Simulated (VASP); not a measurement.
Crystal: Ag.

```xyz
1
Lattice="0.0000 2.0427 2.0427 2.0427 0.0000 2.0427 2.0427 2.0427 0.0000" Properties=species:S:1:pos:R:3 pbc="T T T"
Ag    0.0000    0.0000    0.0000
```

Base run:

```yaml
Program: VASP 6.6.1
Functional: PBE
Potentials_or_basis: VASP PAW PBE potentials, release 64 (Ag)
Cutoff: 520 eV
k_mesh: 8 × 8 × 8
Occupations: gaussian, width 0.1 eV
Spin: no spin polarisation
```

Its results: band gap on the k mesh none (metal or under the smearing width); pressure 5.2 GPa.

Problem. The run is repeated on the same cell with these changes: cutoff from 520 eV to 350 eV; k mesh from 8 × 8 × 8 to 12 × 12 × 12. What comes out?

Solution. Band gap on the k mesh none (metal or under the smearing width); pressure 3.9 GPa.
